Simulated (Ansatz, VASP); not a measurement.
**KAg in two plane-wave programs**

Wanted: the spread between two codes on one cell, functional and k mesh. The cell is generated by rule, not measured, and may not be a known phase. The cell is taken from a series of runs on this material, whose earlier steps may have relaxed, scaled, displaced or heated it; both programs get it as it stands.

Method: plane waves, with VASP 6.6.1 beside it; zone-centre phonons at PBE, in Ansatz 0.2.0.

The structure was built from a prototype and need not be the compound's stable phase.

## (1) The structure

The structure is cubic, space group Pm-3m (No. 221). The conventional cell has a = 4.133 Å, b = 4.133 Å, c = 4.133 Å, α = 90.00°, β = 90.00°, γ = 90.00°. Nearest to K lie 8 Ag at 3.58 Å. Ag has 8 K at 3.58 Å nearest. Farther neighbours are not listed.

## (2) VASP: zone-centre phonons, PBE

Second derivatives magnify differences that forces hide, and they need a tight electronic threshold.

Lines of VASP's logs that name or quote its potential files are left out, and so is its time.

Input file INCAR:

```
SYSTEM = KAg
PREC = Accurate
ENCUT = 500
EDIFF = 1E-08
NELM = 120
ISMEAR = 0
SIGMA = 0.27211
LREAL = .FALSE.
ALGO = Normal
GGA = PE
NBANDS = 16
LASPH = .TRUE.
LORBIT = 11
LWAVE = .FALSE.
LCHARG = .FALSE.
ISIF = 2
IBRION = 8
GGA_COMPAT = .FALSE.
KPAR = 2
```

Input file POSCAR:

```
KAg
1.0
    4.1330953651      0.0000000000      0.0000000000
    0.0000000000      4.1330953651      0.0000000000
    0.0000000000      0.0000000000      4.1330953651
K Ag
1 1
Direct
    0.5000000000      0.5000000000      0.5000000000
    0.0000000000      0.0000000000      0.0000000000
```

Input file KPOINTS:

```
Automatic mesh
0
Gamma
6 6 6
0 0 0
```

The projector-augmented-wave data sets are K_sv and Ag (PBE family, release 64).

The run is started by

```console
$ mpirun -np 2 vasp_std
```

Numbers of over 12 decimals in the logs are rounded to 6 here.

The log of the run:

```text
[banner, memory and clock lines left out]
running    2 mpi-ranks, on    1 nodes
 distrk:  each k-point on    1 cores,    2 groups
 distr:  one band on    1 cores,    1 groups

 POSCAR found type information on POSCAR K Ag
 POSCAR found :  2 types and       2 ions
 LDA part: xc-table for (Slater+PW92), standard interpolation
 POSCAR, INCAR and KPOINTS ok, starting setup
 FFT: planning ... GRIDC
 FFT: planning ... GRID_SOFT
 FFT: planning ... GRID
 WAVECAR not read
 entering main loop
       N       E                     dE             d eps       ncg     rms          rms(c)
DAV:   1     0.111922452711E+03    0.11192E+03   -0.91211E+03   656   0.105E+03
DAV:   2     0.109287718086E+01   -0.11083E+03   -0.10617E+03   768   0.270E+02
DAV:   3    -0.352482370213E+01   -0.46177E+01   -0.45994E+01  1120   0.449E+01
DAV:   4    -0.365801961623E+01   -0.13320E+00   -0.13319E+00   824   0.453E+00
DAV:   5    -0.366040460468E+01   -0.23850E-02   -0.23850E-02   992   0.556E-01    0.406E+00
DAV:   6    -0.360573299124E+01    0.54672E-01   -0.23091E-01   688   0.348E+00    0.218E+00
DAV:   7    -0.360007644409E+01    0.56565E-02   -0.75958E-03   952   0.595E-01    0.110E+00
DAV:   8    -0.359927453352E+01    0.80191E-03   -0.65531E-03   808   0.582E-01    0.930E-02
DAV:   9    -0.359945191161E+01   -0.17738E-03   -0.35212E-04   864   0.148E-01    0.471E-02
DAV:  10    -0.359948486026E+01   -0.32949E-04   -0.39276E-05   864   0.422E-02    0.130E-02
DAV:  11    -0.359948503587E+01   -0.17561E-06   -0.87043E-06   824   0.233E-02    0.236E-03
DAV:  12    -0.359948526613E+01   -0.23026E-06   -0.36309E-07   896   0.484E-03    0.106E-03
DAV:  13    -0.359948523599E+01    0.30140E-07   -0.62485E-08   824   0.142E-03    0.236E-04
DAV:  14    -0.359948521893E+01    0.17059E-07   -0.34628E-09   672   0.430E-04    0.106E-04
DAV:  15    -0.359948521939E+01   -0.45407E-09   -0.25567E-10   544   0.128E-04
   1 F= -.35994852E+01 E0= -.35916672E+01  d E =-.156361E-01
 Linear response reoptimize wavefunctions to high precision
DAV:   1    -0.359948521884E+01    0.55047E-09   -0.31733E-11   528   0.385E-05
DAV:   2    -0.359948521888E+01   -0.47521E-10   -0.12346E-11   480   0.155E-05
 Linear response DOF=           2
 Linear response progress:
  Degree of freedom:   1/  2
       N       E                     dE             d eps       ncg     rms          rms(c)
RMM:   1    -0.317087758582E+00   -0.31709E+00    0.31493E-01  1934   0.362E+00
RMM:   2    -0.314208783236E+00    0.28790E-02   -0.32455E-02  2159   0.820E-01    0.316E-02
RMM:   3    -0.316282535808E+00   -0.20738E-02   -0.42698E-03  2458   0.242E-01    0.285E-02
RMM:   4    -0.316386109827E+00   -0.10357E-03   -0.16497E-04  2550   0.427E-02    0.236E-02
RMM:   5    -0.316452498966E+00   -0.66389E-04   -0.30670E-05  2431   0.225E-02    0.318E-03
RMM:   6    -0.316456847309E+00   -0.43483E-05   -0.50819E-06  2704   0.745E-03    0.259E-03
RMM:   7    -0.316464286418E+00   -0.74391E-05   -0.12834E-06  2545   0.348E-03    0.527E-04
RMM:   8    -0.316463775895E+00    0.51052E-06   -0.14762E-07  2773   0.140E-03    0.407E-04
RMM:   9    -0.316464631459E+00   -0.85556E-06    0.83315E-08  2589   0.769E-04    0.820E-05
RMM:  10    -0.316464642579E+00   -0.11120E-07    0.39275E-07  2912   0.374E-04    0.633E-05
RMM:  11    -0.316464360419E+00    0.28216E-06    0.18249E-07  2841   0.205E-04    0.360E-05
RMM:  12    -0.316464337038E+00    0.23381E-07    0.91618E-08  2923   0.130E-04    0.258E-05
RMM:  13    -0.316464252364E+00    0.84674E-07    0.54529E-08  2741   0.865E-05    0.309E-06
RMM:  14    -0.316464236537E+00    0.15826E-07    0.26538E-08  2679   0.595E-05    0.339E-06
RMM:  15    -0.316464228322E+00    0.82157E-08    0.24678E-08  2394   0.427E-05    0.376E-06
 first order change of Fermi-energy  -0.28865E-04
 force on displaced ion       1 direction 1 :  -0.889  -0.000  -0.000
 Linear response progress:
  Degree of freedom:   2/  2
       N       E                     dE             d eps       ncg     rms          rms(c)
RMM:   1    -0.302400270231E+00   -0.30240E+00   -0.19911E-01  2244   0.288E+00
RMM:   2    -0.303418193641E+00   -0.10179E-02   -0.14204E-03  2084   0.250E-01    0.485E-02
RMM:   3    -0.303497466596E+00   -0.79273E-04   -0.77610E-05  2213   0.498E-02    0.285E-02
RMM:   4    -0.303727845588E+00   -0.23038E-03   -0.82421E-05  2198   0.509E-02    0.564E-03
RMM:   5    -0.303737935066E+00   -0.10089E-04   -0.16471E-05  2280   0.186E-02    0.355E-03
RMM:   6    -0.303746580382E+00   -0.86453E-05   -0.44409E-06  2412   0.104E-02    0.192E-03
RMM:   7    -0.303714613721E+00    0.31967E-04   -0.12735E-06  2454   0.434E-03    0.271E-04
RMM:   8    -0.303714241775E+00    0.37195E-06   -0.85726E-08  2667   0.151E-03    0.196E-04
RMM:   9    -0.303713649441E+00    0.59233E-06    0.44963E-08  2763   0.542E-04    0.179E-04
RMM:  10    -0.303714694850E+00   -0.10454E-05    0.24319E-07  2577   0.298E-04    0.556E-05
RMM:  11    -0.303714940703E+00   -0.24585E-06   -0.59901E-10  2676   0.162E-04    0.164E-05
RMM:  12    -0.303714940759E+00   -0.55446E-10    0.29028E-08  2808   0.818E-05    0.210E-05
 first order change of Fermi-energy  -0.21229E-03
 force on displaced ion       2 direction 1 :  -0.915  -0.000  -0.000
 Linear response finished
```

From OUTCAR (step 2):

```text
ion  position               nearest neighbor table
   1  0.500  0.500  0.500-   2 3.58   2 3.58   2 3.58   2 3.58   2 3.58   2 3.58   2 3.58   2 3.58

  LATTYP: Found a simple cubic cell.
 ALAT       =     4.1330953651

 Subroutine GETGRP returns: Found 48 space group operations
 (whereof 48 operations were pure point group operations)

The static configuration has the point symmetry O_h .

 Found     20 irreducible k-points:

   k-points           NKPTS =     20   k-points in BZ     NKDIM =     20   number of bands    NBANDS=     16

   dimension x,y,z NGX =    30 NGY =   30 NGZ =   30
   dimension x,y,z NGXF=    60 NGYF=   60 NGZF=   60

   ENCUT  =  500.0 eV  36.75 Ry    6.06 a.u.   7.54  7.54  7.54*2*pi/ulx,y,z

   NELECT =      20.0000    total number of electrons

 k-points in reciprocal lattice and weights: Automatic mesh
   0.00000000  0.00000000  0.00000000       0.005
   0.16666667  0.00000000  0.00000000       0.028
   0.33333333  0.00000000  0.00000000       0.028
   0.50000000  0.00000000  0.00000000       0.014
   0.16666667  0.16666667  0.00000000       0.056
   0.33333333  0.16666667  0.00000000       0.111
   0.50000000  0.16666667  0.00000000       0.056
   0.33333333  0.33333333  0.00000000       0.056
   0.50000000  0.33333333  0.00000000       0.056
[...]
0.50000000  0.50000000  0.33333333       0.028
   0.50000000  0.50000000  0.50000000       0.005

 average (electrostatic) potential at core
       1 -36.5235       2 -76.8579

  Total       -0.0113632     -0.0113632     -0.0113632      0.0000000     -0.0000000      0.0000000
  in kB       -0.2578610     -0.2578610     -0.2578610      0.0000000     -0.0000000      0.0000000
  external PRESSURE =      -0.2578610 kB  Pullay stress =       0.0000000 kB

  energy-cutoff  :      500.00
  volume of cell :       70.60
      direct lattice vectors                 reciprocal lattice vectors
     4.133095365  0.000000000  0.000000000     0.241949414  0.000000000  0.000000000
     0.000000000  4.133095365  0.000000000     0.000000000  0.241949414  0.000000000
     0.000000000  0.000000000  4.133095365     0.000000000  0.000000000  0.241949414

 POSITION                                       TOTAL-FORCE (eV/Angst)
 -----------------------------------------------------------------------------------
      2.06655      2.06655      2.06655         0.000000      0.000000      0.000000
      0.00000      0.00000      0.00000         0.000000      0.000000      0.000000
 -----------------------------------------------------------------------------------
    total drift:                                0.000000      0.000000      0.000000

 Eigenvectors and eigenvalues of the dynamical matrix
 ----------------------------------------------------

   1 f  =    2.762437 THz    17.356901 2PiTHz   92.144968 cm-1    11.424515 meV
             X         Y         Z           dx          dy          dz
      2.066548  2.066548  2.066548     0.783398    0.338345    0.000000
      0.000000  0.000000  0.000000    -0.478623   -0.206714   -0.000000

   2 f  =    2.762437 THz    17.356901 2PiTHz   92.144968 cm-1    11.424515 meV
             X         Y         Z           dx          dy          dz
      2.066548  2.066548  2.066548     0.338345   -0.783398    0.000000
      0.000000  0.000000  0.000000    -0.206714    0.478623    0.000000

   3 f  =    2.762437 THz    17.356901 2PiTHz   92.144968 cm-1    11.424515 meV
             X         Y         Z           dx          dy          dz
      2.066548  2.066548  2.066548     0.000000    0.000000    0.853340
      0.000000  0.000000  0.000000    -0.000000    0.000000   -0.521355

   4 f/i=    0.017995 THz     0.113067 2PiTHz    0.600252 cm-1     0.074422 meV
             X         Y         Z           dx          dy          dz
      2.066548  2.066548  2.066548    -0.018929   -0.472586    0.219352
      0.000000  0.000000  0.000000    -0.030983   -0.773516    0.359029

   5 f/i=    0.017995 THz     0.113067 2PiTHz    0.600252 cm-1     0.074422 meV
             X         Y         Z           dx          dy          dz
      2.066548  2.066548  2.066548     0.520852   -0.022585   -0.003711
      0.000000  0.000000  0.000000     0.852517   -0.036967   -0.006074

   6 f/i=    0.017995 THz     0.113067 2PiTHz    0.600252 cm-1     0.074422 meV
             X         Y         Z           dx          dy          dz
      2.066548  2.066548  2.066548    -0.012866   -0.219006   -0.472950
      0.000000  0.000000  0.000000    -0.021059   -0.358463   -0.774112

 ELASTIC MODULI CONTR FROM IONIC RELAXATION (kBar)
 Direction    XX          YY          ZZ          XY          YZ          ZX
 --------------------------------------------------------------------------------
 XX           0.0000      0.0000      0.0000      0.0000      0.0000      0.0000
 YY           0.0000      0.0000      0.0000      0.0000      0.0000      0.0000
 ZZ           0.0000      0.0000      0.0000      0.0000      0.0000      0.0000
 XY           0.0000      0.0000      0.0000      0.0000      0.0000      0.0000
 YZ           0.0000      0.0000      0.0000      0.0000      0.0000      0.0000
 ZX           0.0000      0.0000      0.0000      0.0000      0.0000      0.0000
 --------------------------------------------------------------------------------
```

The k-mesh is coarse for a metal.

[end of part 1 of 2]

[Lines on the potential files, build, host, timing and source positions are cut from VASP's logs without a mark.]

[Logs are printed without paths, hosts, clocks, repeated set-up lines and the standing remarks that a program may print on its own settings, such as how far it seeks lower states.]

[Hosts, paths, dates, database ids (printed as entryN), source tags and the programs' standing remarks are cut or masked in the printed files.]
